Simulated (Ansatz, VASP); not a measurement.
# WC (Qusongite): VASP beside Ansatz, part 2 of 2

One calculation is typed for both programs; each brings its own data sets. How far apart do they land? The cell is taken from a series of runs on this material, whose earlier steps may have relaxed, scaled, displaced or heated it; both programs get it as it stands.

VASP 6.6.1 and Ansatz 0.2.0.

So far: The structure; VASP: zone-centre phonons, PBE with D3(BJ).

## (3) Ansatz: zone-centre phonons, PBE with D3(BJ)

Level of this step: Ansatz beside VASP: Kohn-Sham DFT, plane waves, PBE with D3(BJ) (Ansatz).

Ansatz runs on its default PAW (the set named soft_2) files.

The same cell, functional, mesh and smearing now go to Ansatz, which takes its cutoff from its data sets.

input.yaml reads:

```yaml
crystal:
  lattice:
    - [2.9019116564, 0.0, 0.0]
    - [-1.4509558282, 2.513129214, 0.0]
    - [0.0, 0.0, 2.8328288076]
  atoms:
    - { symbol: W, position: [0.0, 0.0, 0.0] }
    - { symbol: C, position: [0.6666666667, 0.3333333333, 0.5] }
kpoints:
  mp_grid: { grid: [18, 18, 16] }
hamiltonian:
  xc: pbe
  dispersion: d3bj
scf:
  occupations: { method: methfessel_paxton, width: 0.2 }
output:
  eigenvalues: true
phonons:
  method: dfpt
```

On the command line:

```console
$ ansatz run input.yaml --threads 4 --pin off --max-ram 16384MiB --backend cpu --events-out ev --progress --plain --runs-dir out
```

Numbers of over 12 decimals in the logs are rounded to 6 here.

Log:

```text
zone centre: on kpoints.mp_grid the ground state, and the responses unless they are solved on pairs of k-points, stand on 819 of the mesh's 5184 k-points, reduced under 4 symmetry operations, with k and −k counted as one. Each operation leaves every solved displacement unchanged or reverses it
Engine: ansatz 0.2.0, aarch64-unknown-linux-gnu
Pseudopotentials: kind: paw
Pseudopotential: W, paw, valence charge 14, recommended cutoff 420 eV (normal), W.paw.azcp
Pseudopotential: C, paw, valence charge 4, recommended cutoff 420 eV (normal), C.paw.azcp
Functional definition: PBE
  parameter kappa = 0.804
  parameter beta = 0.066725
  exchange = pbe_x(kappa = kappa, mu = beta*pi^2/3)
  correlation = pbe_c(beta = beta)
Crystal: 2 atoms, lattice volume = 20.659 Å³
Basis set: ecut = 420 eV, 405 PW (Γ), exchange–correlation on 40×40×40 points (8 copies of the dense FFT grid, shifted against one another)
Bands: 13, of which v1, the nominal top of the filled ones, is band 9 counted from 1 (8 counted from 0)
Symmetry: 12 space group operations
k-points: 819 of 5184 (irreducible under 4 space group operations, time reversal used)
Non-local potential: W, projectors of the file, l = 0: 3, l = 1: 2, l = 2: 2, l = 3: 1
Non-local potential: C, projectors of the file, l = 0: 2, l = 1: 2, l = 2: 1
PAW form: soft (Blöchl's): semilocal exchange-correlation on the pseudo side does not see the compensation charge
PAW one-centre angular grid: W, 590 points (default); XC on 64 Gauss nodes
PAW one-centre angular grid: C, 110 points (default); XC on 64 Gauss nodes
Initial density: superposition of atomic densities (neutral atoms: chi_scale 0, normalization atom), corrected by the library's trained network
Initial wavefunctions: pseudopotential atomic-orbital guess
Functional: x = pbe(κ = 0.804, μ = 0.219515), c = pbe(β = 0.066725)
SCF iter   1: F=—  HF=-10636.974879 eV  |F-HF|=—  |Δ(HF+E_count)|=         —  Δρ=7.26e-3  dr2=2.55e-3  ethr=1.77e-3  ⟨swp⟩=5.2  Hψ=52544  notcnv=0
preconditioner: auto → none  [metal: Δε(μ)=0.019 eV  Ē_g=10.138 eV  σ=0.200 eV  W_gap=0.08  n_scr=8 (ndim 8)  ℏωp=25.8 eV  f_vac=0.000  D(μ)=0.31/eV (n_scr^D=0)  sad-step TF]
SCF iter   2: F=—  HF=-10636.977154 eV  |F-HF|=—  |Δ(HF+E_count)|=   2.27e-3  S|Δr|=    0.00e0  Δρ=4.18e-3  dr2=8.76e-4  ethr=1.42e-5  ⟨swp⟩=1.7  Hψ=19315  notcnv=0
SCF iter   3: F=—  HF=-10636.978171 eV  |F-HF|=—  |Δ(HF+E_count)|=   1.02e-3  S|Δr|=    0.00e0  Δρ=2.79e-4  dr2=1.21e-5  ethr=4.87e-6  ⟨swp⟩=2.4  Hψ=16382  notcnv=0
SCF iter   4: F=—  HF=-10636.978168 eV  |F-HF|=—  |Δ(HF+E_count)|=   3.14e-6  S|Δr|=    0.00e0  Δρ=8.01e-5  dr2=4.64e-7  ethr=6.70e-8  ⟨swp⟩=2.0  Hψ=16886  notcnv=0
SCF iter   5: F=—  HF=-10636.978167 eV  |F-HF|=—  |Δ(HF+E_count)|=   4.10e-7  S|Δr|=    0.00e0  Δρ=1.07e-5  dr2=1.57e-8  ethr=2.58e-9  ⟨swp⟩=2.0  Hψ=16960  notcnv=0
SCF iter   6: F=—  HF=-10636.978167 eV  |F-HF|=—  |Δ(HF+E_count)|=   3.42e-9  S|Δr|=    0.00e0  Δρ=1.48e-6  dr2=3.18e-10  ethr=8.72e-11  ⟨swp⟩=2.0  Hψ=17118  notcnv=0
SCF iter   7: F=—  HF=-10636.978167 eV  |F-HF|=—  |Δ(HF+E_count)|=  5.64e-11  S|Δr|=    0.00e0  Δρ=4.00e-7  dr2=2.25e-11  ethr=1.76e-12  ⟨swp⟩=2.5  Hψ=17538  notcnv=0
SCF iter   8: F=-10636.978167 eV  HF=-10636.978167 eV  |F-HF|=0.00e0  |Δ(HF+E_count)|=  9.09e-12  S|Δr|=    0.00e0  Δρ=5.32e-8  dr2=3.41e-13  ethr=1.00e-12  ⟨swp⟩=5.9  Hψ=43555  notcnv=0
SCF 1 converged in 8 iterations: F = -10636.978167 eV  dr2 = 3.41e-13
  greatest PAW one-centre occupation: 1.000 electrons in one spin orbital (limit 2), on the W atom at site 0 (counted from 0), in its partial waves of l = 0
DFPT response loops at Γ: preconditioner auto → Kerker (q_TF=auto, 2.666 Å⁻¹) (partly filled bands, converged f_vac=0.000); β = 1.00, the filter's whole step (`scf.mixing.beta` (0.50) is not read by the response loops under this deck's `scf.mixing.preconditioner`; to damp them name `kerker` or `kerker_dos`, under which they read `scf.mixing.beta`, and type it under 1.00, their step now; both keys bind the ground state too); Broyden in place of MSR1
SCF converged after 8 iterations
Stability not checked: this state was not tested for a lower state beside it, because cold or Methfessel-Paxton smearing, or corrected tetrahedra, fill the levels in a way that the test cannot read (fill_not_monotonic; see scf.lower_state_search)
Free energy (F): -10636.978167 eV
Harris-Foulkes:  -10636.978167 eV  (|F-HF|=0.00e0)
Internal energy: -10636.978107 eV  (E = F + TS)
E sigma→0 (E₀):  -10636.978152 eV
Entropy (-TS):   -0.000061 eV (-0.030 meV/atom)
Fermi energy:    20.690737 eV
--- Per-component energies (eV) ---
  E_band       = -56.655021
  E_kinetic    = 542.449731
  E_local      = -661.409898  (includes V_loc(G=0)·N_el)
  E_nonlocal   = 25.496820
  E_hartree    = 234.279675
  E_xc         = -316.721705
  E_vxc        = -300.664525  (∫ρ·V_xc dr)
  E_paw        = -8661.187064  (= ΣΔE_a)
  E_vpaw       = -131.086425  (= ΣTr[D̂ρ^β])
  E_aug_tail   = -0.000061  (compensation charges beyond the density's cutoff)
  E_ewald      = -1798.957415
  E_disp       = -0.928190  (pairwise vdW)
  E_smearing   = -0.000061  (= −TS)
  E_closure    = 0.000000  (closes the sum)
  Σ components = -10636.978167   (vs F -10636.978167, Δ=0.00e0)
--- Band table (eV; the first three rows and the last of 819) ---
  k-point 0: bands = [... 5 lower, 16.3532, 17.3358, 17.3358, 20.7769, 23.9456, 23.9456, 26.3298, 26.3298]
  k-point 1: bands = [... 5 lower, 16.3086, 17.3795, 17.3795, 20.7588, 23.5928, 23.5928, 26.5488, 26.5488]
  k-point 2: bands = [... 5 lower, 16.1252, 17.5075, 17.5075, 20.7946, 22.8517, 22.8517, 26.8622, 26.8622]
  k-point 818: bands = [... 5 lower, 14.3085, 14.9189, 18.6864, 19.4282, 25.7557, 26.1501, 26.7406, 30.2859]
--- Phonons (Γ-DFPT): 4 representative perturbations + reference, on 819 of 5184 k-points (Σ response iterations 12) ---
  k mesh reduced under 4 symmetry operations, with k and −k counted as one. Each operation leaves every solved displacement unchanged or reverses it
  ASR residual: 2.524e-5 → 0.000e0 eV/Å²; symmetrization residual: 3.776e-6 eV/Å²
  pairwise dispersion correction: d3bj (s6 = 1.0, s8 = 0.7875, a1 = 0.4289, a2_bohr = 4.4407), with the weights of each atom's references fixed at the reference crystal's, and the forces and stress that the weights' published response gives there kept as a pressure on the atom's counted neighbours (hamiltonian.dispersion)
  ASR residual per site (eV/Å²): 2.52e-5 1.24e-5
  Γ frequencies (cm⁻¹): 0.00 0.00 0.00 591.36 615.63 615.63
  non-analytic LO–TO correction: not included (Born effective charges unavailable; polar crystals: no LO–TO splitting at Γ)
```

## (4) Side by side

Known differences besides the potentials themselves: the data sets hold 18 valence electrons in Ansatz (on its default PAW (the set named soft_2) files) and 10 in VASP; the cutoff is 420 eV in Ansatz and 600 eV in VASP; Ansatz takes the dispersion share of the force constants at frozen C6 weights, VASP differentiates the full forces; VASP uses finite displacements, Ansatz perturbation theory. Total energies have different zeros and are not compared.

Compared:

```csv
quantity,Ansatz,VASP,difference
optical mode 1 (cm⁻¹),591.4,596.8,-0.91 %
optical mode 2 to 3 (cm⁻¹),615.6,621.8,-0.99 %
```

Modes are paired by rising frequency, not by their patterns, so a pair may set unlike modes beside each other; they are those without the splitting of longitudinal modes.

## (5) Summary of results

```yaml
r_m_s_difference_of_the_optical_zone_centre_modes_each_program_s_sorted_by_frequency_zone_centre_phonons_pbe_with_d3_bj: 5.9 cm⁻¹
difference_in_optical_mode_2_to_3_zone_centre_phonons_pbe_with_d3_bj: -1.0 %
```

What this shows: The r.m.s. difference of the optical zone-centre modes, each program's sorted by frequency is 5.9 cm⁻¹ (zone-centre phonons, PBE with D3(BJ)). The data sets hold unlike numbers of valence electrons (18 in Ansatz and 10 in VASP), so part of the differences may come from the potentials. Among the rows given in per cent, the largest difference of the zone-centre phonons, PBE with D3(BJ) pair is in optical mode 2 to 3, -1.0 %. How closely two codes agree says nothing of how well the functional describes the real material.

[Lines on the potential files, build, host, timing and source positions are cut from VASP's logs without a mark.]

[Logs are printed without paths, hosts, clocks, repeated set-up lines and the standing remarks that a program may print on its own settings, such as how far it seeks lower states.]

[Hosts, paths, dates, database ids (printed as entryN), source tags and the programs' standing remarks are cut or masked in the printed files.]
